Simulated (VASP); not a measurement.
Consider the following.

```yaml
crystal:
  lattice:
    - [0.00000, 2.71550, 2.71550]
    - [2.71550, 0.00000, 2.71550]
    - [2.71550, 2.71550, 0.00000]
  atoms:
    - { symbol: Si, position: [0.00000, 0.00000, 0.00000] }
    - { symbol: Si, position: [0.25000, 0.25000, 0.25000] }
```

Level of theory: G0W0 on PBE orbitals, VASP's PBE PAW potentials (set 64) (plane waves; VASP). Settings: PREC = Normal, 350 eV cut-off, 4×4×4 Γ-centred mesh, Gaussian smearing of 0.010 eV, potentials Si_GW.

The mesh is coarse and the basis finite, so the quasiparticle values are not converged.

NBANDS = 160, ENCUTGW = 200 eV, NOMEGA = 64. The PBE levels (eV) that the step starts from are:

| state | KS energy | filling |
|---|---|---|
| k1 (0.00, 0.00, 0.00), band 1 | -6.46 | 2 |
| k1 (0.00, 0.00, 0.00), band 2 | 5.51 | 2 |
| k1 (0.00, 0.00, 0.00), band 3 | 5.51 | 2 |
| k1 (0.00, 0.00, 0.00), band 4 | 5.51 | 2 |
| k1 (0.00, 0.00, 0.00), band 5 | 8.05 | 0 |
| k1 (0.00, 0.00, 0.00), band 6 | 8.05 | 0 |
| k1 (0.00, 0.00, 0.00), band 7 | 8.05 | 0 |
| k1 (0.00, 0.00, 0.00), band 8 | 8.87 | 0 |
| k5 (0.50, 0.25, 0.00), band 1 | -3.74 | 2 |
| k5 (0.50, 0.25, 0.00), band 2 | -0.88 | 2 |
| k5 (0.50, 0.25, 0.00), band 3 | 1.96 | 2 |
| k5 (0.50, 0.25, 0.00), band 4 | 3.29 | 2 |
| k5 (0.50, 0.25, 0.00), band 5 | 7.01 | 0 |
| k5 (0.50, 0.25, 0.00), band 6 | 9.94 | 0 |
| k5 (0.50, 0.25, 0.00), band 7 | 11.24 | 0 |
| k5 (0.50, 0.25, 0.00), band 8 | 11.41 | 0 |
| k6 (-0.25, 0.25, 0.00), band 1 | -4.42 | 2 |
| k6 (-0.25, 0.25, 0.00), band 2 | 0.02 | 2 |
| k6 (-0.25, 0.25, 0.00), band 3 | 1.74 | 2 |
| k6 (-0.25, 0.25, 0.00), band 4 | 4.17 | 2 |
| k6 (-0.25, 0.25, 0.00), band 5 | 7.94 | 0 |
| k6 (-0.25, 0.25, 0.00), band 6 | 10.28 | 0 |
| k6 (-0.25, 0.25, 0.00), band 7 | 10.64 | 0 |
| k6 (-0.25, 0.25, 0.00), band 8 | 11.64 | 0 |

Question: Give the quasiparticle energies and renormalisation factors Z.

Answer: 
```tsv
state	QP energy (eV)	Z
k1 (0.00, 0.00, 0.00), band 1	-6.92	0.69
k1 (0.00, 0.00, 0.00), band 2	4.96	0.76
k1 (0.00, 0.00, 0.00), band 3	4.96	0.76
k1 (0.00, 0.00, 0.00), band 4	4.96	0.76
k1 (0.00, 0.00, 0.00), band 5	8.13	0.75
k1 (0.00, 0.00, 0.00), band 6	8.13	0.75
k1 (0.00, 0.00, 0.00), band 7	8.13	0.75
k1 (0.00, 0.00, 0.00), band 8	9.05	0.75
k5 (0.50, 0.25, 0.00), band 1	-4.22	0.70
k5 (0.50, 0.25, 0.00), band 2	-1.39	0.70
k5 (0.50, 0.25, 0.00), band 3	1.40	0.73
k5 (0.50, 0.25, 0.00), band 4	2.72	0.74
k5 (0.50, 0.25, 0.00), band 5	6.98	0.77
k5 (0.50, 0.25, 0.00), band 6	9.92	0.75
k5 (0.50, 0.25, 0.00), band 7	11.31	0.74
k5 (0.50, 0.25, 0.00), band 8	11.47	0.74
k6 (-0.25, 0.25, 0.00), band 1	-4.90	0.69
k6 (-0.25, 0.25, 0.00), band 2	-0.50	0.71
k6 (-0.25, 0.25, 0.00), band 3	1.18	0.74
k6 (-0.25, 0.25, 0.00), band 4	3.62	0.75
k6 (-0.25, 0.25, 0.00), band 5	7.97	0.76
k6 (-0.25, 0.25, 0.00), band 6	10.37	0.74
k6 (-0.25, 0.25, 0.00), band 7	10.61	0.75
k6 (-0.25, 0.25, 0.00), band 8	11.68	0.74
```
On the mesh the gap opens from 0.69 to 1.18 eV.

The compound is Si in the diamond structure. The cell was not relaxed at this level. The k-mesh is coarse (spacing up to 0.50 per Å, 2π included), so the numbers may not be converged in it.
